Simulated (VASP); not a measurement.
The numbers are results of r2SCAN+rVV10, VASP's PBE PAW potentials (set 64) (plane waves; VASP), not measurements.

VASP input:

### INCAR
```
LREAL = .False.
ISMEAR = 1
EDIFFG = -0.01
SIGMA = 0.1   ! width (eV)
METAGGA = R2SCAN
ALGO = Normal   ! blocked Davidson
LMAXMIX = 6   ! l cut-off of mixed one-centre charges
NSW = 30
LASPH = .True.
LUSE_VDW = .True.
IBRION = 2   ! conjugate gradients
NELM = 100
BPARAM = 11.95
ENCUT = 520   ! plane-wave cut-off (eV)
LWAVE = .False.
EDIFF = 1E-7   ! SCF stop (eV)
LCHARG = .False.
LMIXTAU = .True.
PREC = Accurate
SYSTEM = HfB2
ISIF = 4   ! ions and shape, fixed volume
CPARAM = 0.0093
```

File KPOINTS:
```
Automatic mesh
0
Gamma
11 11 9
0 0 0
```

File POSCAR:
```
HfB2
1
    1.5649041117    -2.7104936602     0.0000000000
    1.5649041117     2.7104936602     0.0000000000
    0.0000000000     0.0000000000     3.4768155091
Hf B
1 2
Direct
  1.0000000000   1.0000000000   0.0000000000
  0.3333330000   0.6666670000   0.5000000000
  0.6666670000   0.3333330000   0.5000000000
```

POTCAR, in this order: Hf_pv B (PBE.64 set). Program: vasp_std.

The resulting files:

OSZICAR:
```
       N       E                     dE             d eps       ncg     rms          rms(c)
DAV:   1    -0.843810446115E+01   -0.84381E+01   -0.88152E+03  1928   0.132E+03
DAV:   2    -0.662113655955E+02   -0.57773E+02   -0.54344E+02  2424   0.251E+02
DAV:   3    -0.680038683979E+02   -0.17925E+01   -0.17709E+01  2556   0.334E+01
DAV:   4    -0.680196217311E+02   -0.15753E-01   -0.15733E-01  2328   0.341E+00
DAV:   5    -0.680198011340E+02   -0.17940E-03   -0.17935E-03  2480   0.291E-01    0.582E+01
DAV:   6    -0.629279383360E+02    0.50919E+01   -0.47346E+00  2356   0.177E+01    0.399E+01
DAV:   7    -0.626748488644E+02    0.25309E+00   -0.13946E+00  2472   0.113E+01    0.554E+00
DAV:   8    -0.628882053437E+02   -0.21336E+00   -0.79981E-01  2176   0.111E+01    0.628E+00
DAV:   9    -0.628371192952E+02    0.51086E-01   -0.66391E-01  2328   0.776E+00    0.586E+00
DAV:  10    -0.629196379902E+02   -0.82519E-01   -0.70926E-02  2260   0.222E+00    0.135E+00
DAV:  11    -0.629315999217E+02   -0.11962E-01   -0.32252E-02  2244   0.177E+00    0.645E-01
DAV:  12    -0.629334340125E+02   -0.18341E-02   -0.14000E-03  2296   0.366E-01    0.219E-01
DAV:  13    -0.629344276033E+02   -0.99359E-03   -0.10670E-03  2304   0.331E-01    0.609E-02
DAV:  14    -0.629343355924E+02    0.92011E-04   -0.23082E-04  2148   0.176E-01    0.128E-01
DAV:  15    -0.629344167925E+02   -0.81200E-04   -0.25206E-05  2288   0.501E-02    0.761E-02
DAV:  16    -0.629344528812E+02   -0.36089E-04   -0.30550E-05  2252   0.548E-02    0.349E-03
DAV:  17    -0.629344532443E+02   -0.36311E-06   -0.15321E-06  2436   0.122E-02    0.186E-03
DAV:  18    -0.629344531295E+02    0.11479E-06   -0.48931E-08  1300   0.231E-03    0.174E-03
DAV:  19    -0.629344533746E+02   -0.24518E-06   -0.14320E-07  1512   0.436E-03    0.980E-04
DAV:  20    -0.629344533086E+02    0.66060E-07   -0.66853E-09  1104   0.106E-03
   1 F= -.62934453E+02 E0= -.62934473E+02  d E =-.629345E+02
       N       E                     dE             d eps       ncg     rms          rms(c)
DAV:   1    -0.629345548763E+02   -0.10150E-03   -0.64825E-03  2060   0.719E-01    0.967E-02
DAV:   2    -0.629345038220E+02    0.51054E-04   -0.87441E-05  2348   0.875E-02    0.414E-02
DAV:   3    -0.629345016856E+02    0.21364E-05   -0.16716E-05  2384   0.415E-02    0.138E-02
DAV:   4    -0.629344966898E+02    0.49958E-05   -0.67447E-06  2372   0.241E-02    0.745E-03
DAV:   5    -0.629344978784E+02   -0.11886E-05   -0.29079E-06  2144   0.185E-02    0.328E-03
DAV:   6    -0.629344984365E+02   -0.55807E-06   -0.10101E-06  2068   0.108E-02    0.222E-03
DAV:   7    -0.629344984099E+02    0.26630E-07   -0.20388E-07  1888   0.480E-03
   2 F= -.62934498E+02 E0= -.62934510E+02  d E =-.451013E-04
```

**OUTCAR**
```
------------------------ aborting loop because EDIFF is reached ----------------------------------------
  FORCE on cell =-STRESS in cart. coord.  units (eV):
  Direction    XX          YY          ZZ          XY          YZ          ZX
  --------------------------------------------------------------------------------------
  Total       -0.0255701     -0.0255701     -0.0061342      0.0000000     -0.0000000      0.0000000
  in kB       -1.3889751     -1.3889753     -0.3332096      0.0000000     -0.0000000      0.0000000
  external PRESSURE =      -1.0370534 kB  Pullay stress =       0.0000000 kB
  volume of cell :       29.49
      direct lattice vectors                 reciprocal lattice vectors
     1.565801264 -2.712047574  0.000000000     0.319325327 -0.184362548  0.000000000
     1.565801264  2.712047574  0.000000000     0.319325327  0.184362548 -0.000000000
    -0.000000000  0.000000000  3.472832450    -0.000000000 -0.000000000  0.287949394
 POSITION                                       TOTAL-FORCE (eV/Angst)
 -----------------------------------------------------------------------------------
      3.13160      0.00000      0.00000        -0.000000     -0.000000     -0.000000
      1.56580      0.90402      1.73642         0.000000      0.000000      0.000000
      1.56580     -0.90402      1.73642        -0.000000     -0.000000      0.000000
 -----------------------------------------------------------------------------------
    total drift:                               -0.000000     -0.000000     -0.000000
  FREE ENERGIE OF THE ION-ELECTRON SYSTEM (eV)
  ---------------------------------------------------
  free  energy   TOTEN  =       -62.9344984099 eV

  energy  without entropy=      -62.9345345643  energy(sigma->0) =      -62.93451046

 reached required accuracy - stopping structural energy minimisation
```
(Selected blocks of OUTCAR.)

**CONTCAR**
```
HfB2
   1.00000000000000
     1.5658012639727392   -2.7120475738191927    0.0000000000000000
     1.5658012639727392    2.7120475738191927    0.0000000000000000
    -0.0000000000000000    0.0000000000000000    3.4728324499871608
  Hf              B
     1     2
Direct
     1.0000000000000000    1.0000000000000000    0.0000000000000000
     0.3333330000000032    0.6666669999999968    0.5000000000000000
     0.6666669999999968    0.3333330000000032    0.5000000000000000
```

The compound is HfB2 in the AlB2 type structure. This run relaxes it. Symmetry was kept, so distortions that lower it aren't found.
